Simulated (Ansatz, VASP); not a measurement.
Li2YZnC6N6: VASP beside Ansatz

```xyz
16
Lattice="0.0000 5.2970 5.2970 5.2970 0.0000 5.2970 5.2970 5.2970 0.0000" Properties=species:S:1:pos:R:3 pbc="T T T"
Li    2.6485    2.6485    2.6485
Li    7.9455    7.9455    7.9455
Y     5.2970    5.2970    5.2970
Zn    0.0000    0.0000    0.0000
C     1.9170    5.2970    5.2970
C     5.2970    1.9170    5.2970
C     5.2970    5.2970    1.9170
C     8.6770    5.2970    5.2970
C     5.2970    8.6770    5.2970
C     5.2970    5.2970    8.6770
N     3.0870    5.2970    5.2970
N     5.2970    3.0870    5.2970
N     5.2970    5.2970    3.0870
N     7.5070    5.2970    5.2970
N     5.2970    7.5070    5.2970
N     5.2970    5.2970    7.5070
```

Alike in both runs: task single point; functional PBE; k mesh 4 × 4 × 4; occupations gaussian, width 0.1 eV; no spin polarisation.

|  | VASP | Ansatz |
| --- | --- | --- |
| version | VASP 6.6.1 | Ansatz 0.2.0 |
| potentials or method | VASP PAW PBE potentials, release 64 (Li_sv, Y_sv, Zn, C, N) | scalar-relativistic, plane waves, PAW |
| plane-wave cutoff (eV) | 520 | 420 |
| valence electrons in the cell | 83 | 83 |

|  | VASP | Ansatz | Ansatz less VASP |
| --- | --- | --- | --- |
| gap on the k mesh at the Fermi level (eV) | none | none | - |
| rms of the force components (eV/Å) | 0.772 | 0.917 | +0.1458 |

Atom by atom the forces differ by 0.196 eV/Å (rms over components). A gap of «none» marks a metal or a gap that the smearing closes.

Caveats: the standard files for N, O and F lose accuracy on very short bonds; forces of over 1 eV/Å show positions far from the minimum, so gaps and moduli don't describe the material at rest.
